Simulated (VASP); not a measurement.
# CdIr (P4mm) in VASP: reference runs

Aim: a first look at CdIr with PBE, on the cell as given.

All numbers are computed with VASP 6.6.1; they aren't measurements. Logs are shortened: lines on timing, memory, paths and dates and some standing lists are left out, and cuts for length are marked.

## Step 1: The crystal as given

Symmetry: P4mm, No. 99, tetragonal system. The conventional cell has a = 3.284 Å, b = 3.284 Å, c = 3.386 Å, α = 90.00°, β = 90.00°, γ = 90.00°. Cd (site symmetry 4mm) is surrounded by 4 Ir at 2.50 Å. Ir (site symmetry 4mm) has 4 Cd at 2.50 Å as nearest neighbours.

The cell was built by a generator and needn't be a form met in nature.

## Step 2: Single point, PBE

INCAR

```
SYSTEM = CdIr
PREC = Accurate ; ENCUT = 520
EDIFF = 1E-7 ; ISMEAR = -1
SIGMA = 0.05 ; LREAL = .FALSE.
LASPH = .TRUE. ; NELM = 60
ALGO = Normal ; ISIF = 2
LWAVE = .FALSE. ; LCHARG = .FALSE.
GGA = PE ; NBANDS = 18
```

KPOINTS

```
Automatic mesh
0
G
  8 8 8
  0 0 0
```

POSCAR

```
CdIr
1.0
    3.2839089500      0.0000000000      0.0000000000
    0.0000000000      3.2839089500      0.0000000000
    0.0000000000      0.0000000000      3.3861751100
Cd Ir
1 1
Direct
    0.0000000000      0.0000000000      0.7424761500
    0.5000000000      0.5000000000      0.0187378300
```

Potentials or basis: VASP PAW PBE potentials, release 64 (Cd, Ir).

The run is started by

```bash
$ cat potpaw_PBE.64/Cd/POTCAR potpaw_PBE.64/Ir/POTCAR > POTCAR
$ mpirun -np 1 vasp_std > vasp.out
```

OUTCAR:

```text
SYSTEM = CdIr
   PREC = Accurate
   ENCUT = 520
   EDIFF = 1E-7
   ISMEAR = -1
   LREAL = .FALSE.
   LASPH = .TRUE.
   NELM = 60
   ISIF = 2
   GGA = PE

 ion  position               nearest neighbor table
   1  0.000  0.000  0.742-   2 2.50   2 2.50   2 2.50   2 2.50   2 3.38   2 3.38   2 3.38   2 3.38

   2  0.500  0.500  0.019-   1 2.50   1 2.50   1 2.50   1 2.50   1 3.38   1 3.38   1 3.38   1 3.38

  LATTYP: Found a simple tetragonal cell.
 ALAT       =     3.2839089500
 C/A-ratio  =     1.0311415942

  Lattice vectors:

 A1 = (   3.2839089500,   0.0000000000,   0.0000000000)
 A2 = (   0.0000000000,   3.2839089500,   0.0000000000)
 A3 = (   0.0000000000,   0.0000000000,   3.3861751100)

Analysis of symmetry for initial positions (statically):
=====================================================================
 Subroutine PRICEL returns:
 Original cell was already a primitive cell.

 Routine SETGRP: Setting up the symmetry group for a
 simple tetragonal supercell.

 Subroutine GETGRP returns: Found  8 space group operations
 (whereof  8 operations were pure point group operations)
 out of a pool of 16 trial point group operations.

The static configuration has the point symmetry C_4v.

Analysis of symmetry for dynamics (positions and initial velocities):
=====================================================================
 Subroutine PRICEL returns:
 Original cell was already a primitive cell.

 Routine SETGRP: Setting up the symmetry group for a
 simple tetragonal supercell.

 Subroutine GETGRP returns: Found  8 space group operations
 (whereof  8 operations were pure point group operations)
 out of a pool of 16 trial point group operations.

The dynamic configuration has the point symmetry C_4v.

 Subroutine INISYM returns: Found  8 space group operations
 (whereof  8 operations are pure point group operations),
 and found     1 'primitive' translations

----------------------------------------------------------------------------------------

                                     Primitive cell

  volume of cell :      36.5167

  direct lattice vectors                    reciprocal lattice vectors
     3.283908950  0.000000000  0.000000000     0.304515142  0.000000000  0.000000000
     0.000000000  3.283908950  0.000000000     0.000000000  0.304515142  0.000000000
[... 81 lines left out ...]
   LSORBIT =      F    spin-orbit coupling
   LASPH  =      T    aspherical Exc in radial PAW
   ENCUT  =  520.0 eV  38.22 Ry    6.18 a.u.   6.11  6.11  6.30*2*pi/ulx,y,z
   NELM   =     60;   NELMIN=  2; NELMDL= -5     # of ELM steps
   EDIFF  = 0.1E-06   stopping-criterion for ELM
   LREAL  =      F    real-space projection
   EDIFFG = 0.1E-05   stopping-criterion for IOM
   NSW    =      0    number of steps for IOM
   IBRION =     -1    ionic relax: 0-MD 1-quasi-New 2-CG
   NFREE  =      0    steps in history (QN), initial steepest desc. (CG)
   ISIF   =      2    stress and relaxation
   ISYM   =      2    0-nonsym 1-usesym 2-fastsym
   POTIM  = 0.5000    time-step for ionic-motion
   TEBEG  =    0.0;   TEEND  =   0.0 temperature during run
   PSTRESS=    0.0 pullay stress
   NELECT =      21.0000    total number of electrons
   NUPDOWN=      -1.0000    fix difference up-down
   EMIN   =  10.00;   EMAX   =-10.00  energy-range for DOS
   EFERMI =   0.00;   METHOD = LEGACY
   ISMEAR =    -1;   SIGMA  =   0.05  broadening in eV -4-tet -1-fermi 0-gaus
   EFERMI_NEDOS =   21; number of points for ismear=-14 and -15
   IALGO  =     38    algorithm
   IMIX   =      4    mixing-type and parameters
     AMIX     =   0.40;   BMIX     =  1.00
     AMIX_MAG =   1.60;   BMIX_MAG =  1.00
  volume/ion in A,a.u.               =      18.26       123.21
  Fermi-wavevector in a.u.,A,eV,Ry     =   1.361395  2.572663 25.216977  1.853396
  Thomas-Fermi vector in A             =   2.487974
   LORBIT       =      0    0 simple, 1 ext, 2 COOP (PROOUT), +10 PAW based schemes
   GGA     = PE    functional components
   LHFCALC =     F    Hartree Fock is set to
   AEXX    =    0.0000 exact exchange contribution
   IVDW    =     0    specifies the selected vdW correction
   LEPSILON=     F    determine dielectric tensor
   LRPA    =     F    only Hartree local field effects (RPA)
 non-spin polarized calculation
  energy-cutoff  :      520.00
  volume of cell :       36.52
 maximum number of plane-waves:      1012
   NGX = 13   NGY = 13   NGZ = 13

 number of electron      20.9999996 magnetization

 Free energy of the ion-electron system (eV)
  ---------------------------------------------------
  ext. energy  EPLUGINS =         0.00000000
  ---------------------------------------------------
  free energy    TOTEN  =        -7.22481853 eV

  energy without entropy =       -7.19997443  energy(sigma->0) =       -7.21239648

 E-fermi :   4.3901     XC(G=0): -12.0479

 val. band max:        4.3835657047   @ k =   0.2500   0.2500   0.3750
 cond. band min:       4.3922820772   @ k =   0.5000   0.3750   0.3750
 fundamental gap:      0.0087163725
 Fermi energy:         4.3901218230

 k-point     1 :       0.0000    0.0000    0.0000
  band No.  band energies     occupation
      1      -4.6440      2.00000
      2      -4.3513      2.00000
      3      -4.0206      2.00000
      4      -3.7883      2.00000
      5      -3.3957      2.00000
      6      -3.3957      2.00000
[... 481 lines left out ...]
      5      -3.5449      2.00000
      6       0.0609      2.00000
[... 10 lines left out ...]
     17      20.4154      0.00000
     18      21.9089      0.00000

 [... further k-points ...]

------------------------ aborting loop because EDIFF is reached ----------------------------------------

  FORCE on cell =-STRESS in cart. coord.  units (eV):
  Direction    XX          YY          ZZ          XY          YZ          ZX
  --------------------------------------------------------------------------------------
  -------------------------------------------------------------------------------------
  Total        7.0331211      7.0331211     -0.4480967      0.0000000     -0.0000000      0.0000000
  in kB      308.5794844    308.5794844    -19.6603270      0.0000000     -0.0000000      0.0000000
  external PRESSURE =     199.1662139 kB  Pullay stress =       0.0000000 kB

 VOLUME and BASIS-vectors are now :
 -----------------------------------------------------------------------------
  energy-cutoff  :      520.00
  volume of cell :       36.52
      direct lattice vectors                 reciprocal lattice vectors
     3.283908950  0.000000000  0.000000000     0.304515142  0.000000000  0.000000000
     0.000000000  3.283908950  0.000000000     0.000000000  0.304515142  0.000000000
     0.000000000  0.000000000  3.386175110     0.000000000  0.000000000  0.295318454

 POSITION                                       TOTAL-FORCE (eV/Angst)
 -----------------------------------------------------------------------------------
      0.00000      0.00000      2.51415         0.000000     -0.000000     -3.680878
      1.64195      1.64195      0.06345         0.000000      0.000000      3.680878
 -----------------------------------------------------------------------------------
    total drift:                                0.000000      0.000000     -0.000965

  FREE ENERGIE OF THE ION-ELECTRON SYSTEM (eV)
  ---------------------------------------------------
  free  energy   TOTEN  =        -7.2248185301 eV

  energy  without entropy=       -7.1999744278  energy(sigma->0) =       -7.21239648
```

stdout:

```text
POSCAR found type information on POSCAR CdIr
 POSCAR found :  2 types and       2 ions
 scaLAPACK will be used
 LDA part: xc-table for (Slater+PW92), standard interpolation
 POSCAR, INCAR and KPOINTS ok, starting setup
 FFT: planning ... GRIDC
 FFT: planning ... GRID_SOFT
 FFT: planning ... GRID
 WAVECAR not read
 entering main loop
```

Wall time 15 s (1 thread of Intel Xeon Platinum 8488C (Sapphire Rapids), shared host); peak memory 0.18 GiB.

Results:

```yaml
Free_energy: -7.2248 eV
Pressure: 19.9 GPa
Largest_force: 3.681 eV/Å
Band_gap_on_the_k_mesh: none (metal or under the smearing width)
```

Forces on the atoms (eV/Å):
```
Cd   0.000  0.000 -3.681
Ir   0.000  0.000  3.681
```

Stress tensor (GPa, compression positive):
```
30.86  0.00  0.00
 0.00 30.86  0.00
 0.00  0.00 -1.97
```

Levels at points of the mesh, in eV from the Fermi level:
```
           k point  band 7  band 8  band 9  band 10  band 11  band 12  band 13  band 14
(0.00, 0.00, 0.00)   -2.85   -1.94   -0.49    -0.49     0.20     6.83     6.83     8.43
(0.50, 0.00, 0.00)   -3.65   -1.93   -1.47    -0.77     0.11     0.73     8.83    10.18
(0.50, 0.50, 0.00)   -2.06   -1.55   -1.55     0.20     0.20     0.36     3.76     5.48
(0.00, 0.00, 0.50)   -3.05   -2.07   -1.36    -1.36     0.10     0.93    10.83    10.83
(0.50, 0.00, 0.50)   -2.89   -0.93   -0.52    -0.27     0.38     0.76     2.95     5.02
(0.50, 0.50, 0.50)   -3.08   -3.08    0.40     0.41     3.46     3.94     3.94     4.92
```

Caveat: so large a pressure means that the cell lies far from this level's equilibrium, or that cutoff or potentials fall short; forces of over 1 eV/Å show positions far from the minimum, so gaps and moduli don't describe the material at rest. Spin-orbit coupling is left out, which matters for the levels of Ir.
